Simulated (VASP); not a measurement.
Given:

```yaml
crystal:
  lattice:
    - [4.67063, 0.00000, 0.00000]
    - [0.00000, 9.63238, 0.00000]
    - [0.00000, 0.00000, 2.99434]
  atoms:
    - { symbol: Al, position: [0.43710, 0.32894, 0.50000] }
    - { symbol: Al, position: [0.56290, 0.67106, 0.50000] }
    - { symbol: Al, position: [0.93710, 0.17106, 0.00000] }
    - { symbol: Al, position: [0.06290, 0.82894, 0.00000] }
    - { symbol: O, position: [0.76187, 0.22877, 0.50000] }
    - { symbol: O, position: [0.23813, 0.77123, 0.50000] }
    - { symbol: O, position: [0.26187, 0.27123, 0.00000] }
    - { symbol: O, position: [0.73813, 0.72877, 0.00000] }
    - { symbol: O, position: [0.00000, 0.00000, 0.00000] }
    - { symbol: O, position: [0.50000, 0.50000, 0.50000] }
```

All values below come from r2SCAN meta-GGA, VASP's PBE PAW potentials (set 64) (plane waves; VASP 6.6.1). Run with 520 eV cut-off, 6×3×8 Γ-centred mesh, tetrahedra with Blöchl corrections, potentials Al O.

The cores are frozen, which limits the accuracy of field gradients.

Question: Give the principal components of the electric field gradient (V/Å²) and the asymmetry η at each nucleus.

Answer: 
```
atom    Vxx    Vyy    Vzz     η
----  -----  -----  -----  ----
Al1    22.7    8.8  -31.4  0.44
Al2    22.7    8.8  -31.4  0.44
Al3    22.7    8.8  -31.4  0.44
Al4    22.7    8.8  -31.4  0.44
O5     31.4   25.0  -56.4  0.11
O6     31.4   25.0  -56.4  0.11
O7     31.4   25.0  -56.4  0.11
O8     31.4   25.0  -56.4  0.11
O9    -29.6  -12.6   42.2  0.40
O10   -29.6  -12.6   42.2  0.40
```

The structure comes from a computed database's Al2O3 entry (Pnnm); how it stands against other phases isn't given here. It was relaxed first.
